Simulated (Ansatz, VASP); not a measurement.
# Ga2O3 in two plane-wave programs, part 2 of 2

Wanted: the spread between two codes on one cell, functional and k mesh. The cell is taken from a series of runs on this material, whose earlier steps may have relaxed, scaled, displaced or heated it; both programs get it as it stands.

VASP 6.6.1 and Ansatz 0.2.0.

So far: Starting point; VASP: single point, LDA, spin-orbit coupling.

### 3. Ansatz: single point, LDA, spin-orbit coupling

Level of this step: Ansatz beside VASP: Kohn-Sham DFT, plane waves, LDA, spin-orbit coupling (Ansatz).

Ansatz runs on its PAW fully relativistic soft_1 files.

The same cell, functional (in two slightly different forms), mesh and smearing now go to Ansatz, which takes its cutoff from its data sets.

input.yaml

```yaml
crystal:
  lattice:
    - [6.107, -1.51855, 0.0]
    - [6.107, 1.51855, 0.0]
    - [-1.3859889, 0.0, 5.63000874]
  atoms:
    - { symbol: Ga, position: [0.0905, 0.0905, 0.7946] }
    - { symbol: Ga, position: [0.9095, 0.9095, 0.2054] }
    - { symbol: Ga, position: [0.65866, 0.65866, 0.31402] }
    - { symbol: Ga, position: [0.34134, 0.34134, 0.68598] }
    - { symbol: O, position: [0.1645, 0.1645, 0.1098] }
    - { symbol: O, position: [0.8355, 0.8355, 0.8902] }
    - { symbol: O, position: [0.1733, 0.1733, 0.5632] }
    - { symbol: O, position: [0.8267, 0.8267, 0.4368] }
    - { symbol: O, position: [0.4959, 0.4959, 0.2566] }
    - { symbol: O, position: [0.5041, 0.5041, 0.7434] }
kpoints:
  mp_grid: { grid: [4, 4, 2] }
  band_path:
    path:
      - [[0.0, 0.0, 0.0], [-0.2663944, 0.2663944, 0.0]]
      - [[-0.7336056, -0.2663944, 0.0], [-0.5, -0.5, 0.0], [0.0, 0.0, 0.0], [-0.5, -0.5, 0.5], [-0.74186107, -0.25813893, 0.5]]
      - [[-0.25813893, 0.25813893, 0.5], [0.0, 0.0, 0.5], [0.0, 0.0, 0.0]]
      - [[-0.5, 0.0, 0.5], [0.0, 0.0, 0.0], [-0.5, 0.0, 0.0]]
    npoints: 10
hamiltonian:
  xc: lda
  pseudopotentials: { kind: paw_fr, azcp: { folder: soft_1 }, xc_functional: pbe }
scf:
  occupations: { method: fermi_dirac, width: 0.02 }
  n_extra_bands: 14
magnetization:
  noncollinear: true
  spin_orbit: true
output:
  eigenvalues: true
```

On the command line:

```console
ansatz run input.yaml --threads 3 --pin off --max-ram 92160MiB --backend cuda --events-out ev --progress --plain --runs-dir out --devices 1 --max-vram 13GiB
```

Numbers of over 12 decimals in the logs are rounded to 6 here.

Output:

```text
basis.fft_grid_basis auto: the FFT boxes are laid along the combinations [[1, -1, 0], [0, 1, 0], [0, 0, 1]] of the cell's own vectors, 3.037, 6.293 and 5.798 Å long. The dense box has 24×45×40 points. Along the cell's own vectors, as sized, it would have 45×45×40, 1.88 times as many. Of the 4 symmetry operations that the crystal satisfies within crystal.symmetry.tolerance (time reversal apart; of a slab, those that k [...]
scf.n_extra_bands = 14 over 88 filled bands (N_el = 88.0): the run solves 102 bands
GPUs: using 1 of 1 available (devices: 1).
Engine: ansatz 0.2.0, x86_64-unknown-linux-gnu
Pseudopotentials: kind: paw_fr
Pseudopotential: Ga, paw, valence charge 13, recommended cutoff 420 eV (normal), soft_1/Ga.paw.azcp
Pseudopotential: O, paw, valence charge 6, recommended cutoff 420 eV (normal), soft_1/O.paw.azcp
Functional definition: SPW92
  exchange = slater_x
  correlation = pw_c
non-collinear run that drives no moment, with spin-orbit: no starting moment large enough to seed its density (crystal.atoms[].spin), no starting occupations that ask for one, no magnetisation constraint and no magnetic field, so the semilocal B_xc is pinned to zero
device memory: the entry about to start is reckoned to put 6.0 GiB on a device that reports 62.0 GiB free (of which the cap on the GPU budget leaves the run 13.0 GiB)
GPU FFT provider: cuFFT
GPU libraries: cuBLAS 13.8.2, cuFFT 12.4.0, cuSOLVER 12.3.4
Crystal: 10 atoms, lattice volume = 104.423 Å³
Basis set: ecut = 420 eV, 2037 PW (Γ), FFT grids on a1−a2, a2, a3
Bands: 102, of which v1, the nominal top of the filled ones, is band 88 counted from 1 (87 counted from 0)
Symmetry: 4 space group operations + 4 with time reversal
Magnetic group: BNS 12.59 (UNI 66), of the structure as read, at distance tolerance 4.7e-5 Å
k-points: 14 of 32
Projection manifold: j_resolved (fully-relativistic pseudo-atomic orbitals)
Non-local potential: Ga, projectors of the file, resolved by j, l = 0: 2, l = 1: 4, l = 2: 6, l = 3: 2
Non-local potential: O, projectors of the file, resolved by j, l = 0: 2, l = 1: 4, l = 2: 2
PAW form: soft (Blöchl's): semilocal exchange-correlation on the pseudo side does not see the compensation charge
PAW frozen core: Ga, regenerated for the run's functional, and the local potential with it (the file was generated under x = pbe(κ = 0.804, μ = 0.219515), c = pbe(β = 0.066725))
PAW frozen core: O, regenerated for the run's functional, and the local potential with it (the file was generated under x = pbe(κ = 0.804, μ = 0.219515), c = pbe(β = 0.066725))
PAW one-centre angular grid: Ga, 590 points (default); XC on 64 Gauss nodes
PAW one-centre angular grid: O, 110 points (default); XC on 64 Gauss nodes
Initial density: superposition of atomic densities (chi_scale 0.1, normalization cell, long waves kept (reshape's long-wave potential 0.03 eV rms))
Initial wavefunctions: pseudopotential atomic-orbital guess
GPU buffer pool allocated for 43200 grid points (all kernels)
GPU transforms: local potential and band sums: pruned to the plane-wave sphere, on 24×45×40
Functional: x = slater, c = lda
SCF iter   1: F=—  HF=-18166.541474 eV  |F-HF|=—  |Δ(HF+E_count)|=         —  Δρ=1.16e-1  dr2=6.44e0  dr2_m=0.00e0 (ungated)  ethr=3.10e-3  |M|=0.00e0 ∫|m|=0.00e0 μB  |m|>n=0.0e0 m-floor=0.0e0 τ_xc=0.0e0  β_m=0.30  ⟨swp⟩=5.9  Hψ=2779  notcnv=0  defer=24
preconditioner: auto → Resta (q_TF=auto, 2.652 Å⁻¹)  ε∞=4.7  [insulator: Δε(μ)=2.800 eV  Ē_g=17.829 eV  σ=0.020 eV  W_gap=1.00  n_scr=34 (ndim 8)  ℏωp=34.1 eV  f_vac=0.000  D(μ)=0.00/eV (n_scr^D=0)  ε∞_Penn≈4.7]
spin=Noncollinear: Resta preconditioning applied to the charge; magnetization (m_x, m_y, m_z) channels mix plain (no charge-response kernel on spin).
SCF iter   2: F=—  HF=-18165.346177 eV  |F-HF|=—  |Δ(HF+E_count)|=    1.20e0  Δρ=7.66e-2  dr2=2.89e0  dr2_m=0.00e0 (ungated)  ethr=3.10e-3  |M|=0.00e0 ∫|m|=0.00e0 μB  |m|>n=0.0e0 m-floor=0.0e0 τ_xc=0.0e0  β_m=0.59  ⟨swp⟩=3.0  Hψ=1266  notcnv=0  defer=116
SCF iter   3: F=—  HF=-18164.226414 eV  |F-HF|=—  |Δ(HF+E_count)|=    1.12e0  Δρ=1.46e-2  dr2=1.66e-1  dr2_m=0.00e0 (ungated)  ethr=3.10e-3  |M|=0.00e0 ∫|m|=0.00e0 μB  |m|>n=0.0e0 m-floor=0.0e0 τ_xc=0.0e0  β_m=0.58  ⟨swp⟩=2.6  Hψ=1122  notcnv=0  defer=116
SCF iter   4: F=—  HF=-18164.165347 eV  |F-HF|=—  |Δ(HF+E_count)|=   6.11e-2  Δρ=4.53e-3  dr2=1.76e-2  dr2_m=0.00e0 (ungated)  ethr=1.89e-4  |M|=0.00e0 ∫|m|=0.00e0 μB  |m|>n=0.0e0 m-floor=0.0e0 τ_xc=0.0e0  β_m=0.75  ⟨swp⟩=2.0  Hψ=1259  notcnv=0  defer=120
SCF iter   5: F=—  HF=-18164.175876 eV  |F-HF|=—  |Δ(HF+E_count)|=   1.05e-2  Δρ=2.67e-3  dr2=4.97e-3  dr2_m=0.00e0 (ungated)  ethr=2.00e-5  |M|=0.00e0 ∫|m|=0.00e0 μB  |m|>n=0.0e0 m-floor=0.0e0 τ_xc=0.0e0  β_m=0.80  ⟨swp⟩=2.0  Hψ=1306  notcnv=0  defer=120
SCF iter   6: F=—  HF=-18164.175523 eV  |F-HF|=—  |Δ(HF+E_count)|=   3.53e-4  Δρ=3.46e-4  dr2=1.10e-4  dr2_m=0.00e0 (ungated)  ethr=5.65e-6  |M|=0.00e0 ∫|m|=0.00e0 μB  |m|>n=0.0e0 m-floor=0.0e0 τ_xc=0.0e0  β_m=0.90  ⟨swp⟩=2.0  Hψ=1293  notcnv=0  defer=120
SCF iter   7: F=—  HF=-18164.175182 eV  |F-HF|=—  |Δ(HF+E_count)|=   3.41e-4  Δρ=1.13e-4  dr2=1.10e-5  dr2_m=0.00e0 (ungated)  ethr=1.25e-7  |M|=0.00e0 ∫|m|=0.00e0 μB  |m|>n=0.0e0 m-floor=0.0e0 τ_xc=0.0e0  β_m=0.88  ⟨swp⟩=2.0  Hψ=1243  notcnv=0  defer=120
SCF iter   8: F=—  HF=-18164.175453 eV  |F-HF|=—  |Δ(HF+E_count)|=   2.71e-4  Δρ=7.90e-5  dr2=4.41e-6  dr2_m=0.00e0 (ungated)  ethr=1.25e-8  |M|=0.00e0 ∫|m|=0.00e0 μB  |m|>n=0.0e0 m-floor=0.0e0 τ_xc=0.0e0  β_m=0.74  ⟨swp⟩=2.0  Hψ=1287  notcnv=0  defer=120
SCF iter   9: F=—  HF=-18164.175452 eV  |F-HF|=—  |Δ(HF+E_count)|=   1.74e-6  Δρ=1.69e-5  dr2=2.26e-7  dr2_m=0.00e0 (ungated)  ethr=5.01e-9  |M|=0.00e0 ∫|m|=0.00e0 μB  |m|>n=0.0e0 m-floor=0.0e0 τ_xc=0.0e0  β_m=0.87  ⟨swp⟩=2.0  Hψ=1191  notcnv=0  defer=120
SCF iter  10: F=-18164.175452 eV  HF=-18164.175452 eV  |F-HF|=9.35e-9  |Δ(HF+E_count)|=   2.30e-8  Δρ=4.74e-6  dr2=1.74e-8  dr2_m=0.00e0 (ungated)  ethr=1.14e-10  |M|=0.00e0 ∫|m|=0.00e0 μB  |m|>n=0.0e0 m-floor=0.0e0 τ_xc=0.0e0  ⟨swp⟩=10.2  Hψ=2564  notcnv=0
SCF 1 converged in 10 iterations: F = -18164.175452 eV  dr2 = 1.74e-8
  greatest PAW one-centre occupation: 0.998 electrons in one spin orbital (limit 2), on the Ga atom at site 3 (counted from 0), in its partial waves of l = 2
device memory: the entry about to start is reckoned to put 4.9 GiB on a device that reports 60.1 GiB free (of which the cap on the GPU budget leaves the run 13.0 GiB)
NSCF: frozen V_eff on 94 k-points
SCF converged after 10 iterations
Magnetization: |M| = 0.0000 μB,  M = (+0.0000, +0.0000, +0.0000) μB
Absolute magnetization: 0.0000 μB (∫|m|)
  site 0: m = (+0.0000, +0.0000, +0.0000) μB, |m| = 0.0000 μB  (R = 0.76 Å)
  site 1: m = (+0.0000, +0.0000, +0.0000) μB, |m| = 0.0000 μB  (R = 0.76 Å)
  site 2: m = (+0.0000, +0.0000, +0.0000) μB, |m| = 0.0000 μB  (R = 0.80 Å)
  site 3: m = (+0.0000, +0.0000, +0.0000) μB, |m| = 0.0000 μB  (R = 0.80 Å)
  site 4: m = (+0.0000, +0.0000, +0.0000) μB, |m| = 0.0000 μB  (R = 0.76 Å)
  site 5: m = (+0.0000, +0.0000, +0.0000) μB, |m| = 0.0000 μB  (R = 0.76 Å)
  site 6: m = (+0.0000, +0.0000, +0.0000) μB, |m| = 0.0000 μB  (R = 0.77 Å)
  site 7: m = (+0.0000, +0.0000, +0.0000) μB, |m| = 0.0000 μB  (R = 0.77 Å)
  site 8: m = (+0.0000, +0.0000, +0.0000) μB, |m| = 0.0000 μB  (R = 0.76 Å)
  site 9: m = (+0.0000, +0.0000, +0.0000) μB, |m| = 0.0000 μB  (R = 0.76 Å)
Free energy (F): -18164.175452 eV
Harris-Foulkes:  -18164.175452 eV  (|F-HF|=9.35e-9)
Internal energy: -18164.175452 eV  (E = F + TS)
E sigma→0 (E₀):  -18164.175452 eV
Fermi energy:    8.974213 eV
--- Per-component energies (eV) ---
  E_band       = -128.868329
  E_kinetic    = 1458.324957
  E_local      = -6984.141668  (includes V_loc(G=0)·N_el)
  E_nonlocal   = -12.832450
  E_hartree    = 4073.594641
  E_xc         = -668.906014
  E_vxc        = -762.640029  (∫ρ·V_xc dr)
  E_paw        = -8612.960504  (= ΣΔE_a)
  E_vpaw       = -1974.772973  (= ΣTr[D̂ρ^β])
  E_aug_tail   = 0.003697  (compensation charges beyond the density's cutoff)
  E_ewald      = -7424.773588
  E_core_change = 7.515479  (= ΣΔE_core)
  E_smearing   = -0.000000  (= −TS)
  E_closure    = 0.000000  (closes the sum)
  Σ components = -18164.175452   (vs F -18164.175452, Δ=0.00e0)
--- Band table (eV; the first three rows and the last of 14) ---
  k-point 0: bands = [... 84 lower, 7.5125, 7.5125, 7.7836, 7.7836, 10.1339, 10.1339, 13.3615, 13.3615, ... 10 higher]
  k-point 1: bands = [... 84 lower, 7.2925, 7.2925, 7.4993, 7.4993, 12.4932, 12.4932, 12.6105, 12.6105, ... 10 higher]
  k-point 2: bands = [... 84 lower, 7.2708, 7.2708, 7.7597, 7.7597, 12.4517, 12.4517, 13.9532, 13.9532, ... 10 higher]
  k-point 13: bands = [... 84 lower, 7.1984, 7.1984, 7.7989, 7.7989, 12.8983, 12.8983, 13.0129, 13.0129, ... 10 higher]
```

### 4. Differences

Known differences besides the potentials themselves: spin-orbit coupling enters by fully relativistic files in Ansatz and inside the spheres in VASP; the cutoff is 420 eV in Ansatz and 520 eV in VASP; VASP's log shows a relativistic correction to its local exchange, Ansatz's none. Total energies have different zeros and are not compared.

The two programs side by side:

| quantity | Ansatz | VASP | difference |
| --- | --- | --- | --- |
| gap on the k mesh (eV) | 2.335 | 2.340 | -0.005 |

A gap on the mesh is an upper bound, since the band edges may lie between its points.

### 5. Outcome

- difference in gap on the k mesh (single point, LDA, spin-orbit coupling): -0.0052 eV

In words: The difference in gap on the k mesh is -0.0052 eV (single point, LDA, spin-orbit coupling), within the 0.08 eV picked in this series as the mark of a large difference. Such differences can come from data sets, numerical settings and the points named under the comparisons, not from the functional's error against experiment.

[Lines on the potential files, build, host, timing and source positions are cut from VASP's logs without a mark.]

[Logs are printed without paths, hosts, clocks, repeated set-up lines and the standing remarks that a program may print on its own settings, such as how far it seeks lower states.]

[Hosts, paths, dates, database ids (printed as entryN), source tags and the programs' standing remarks are cut or masked in the printed files.]
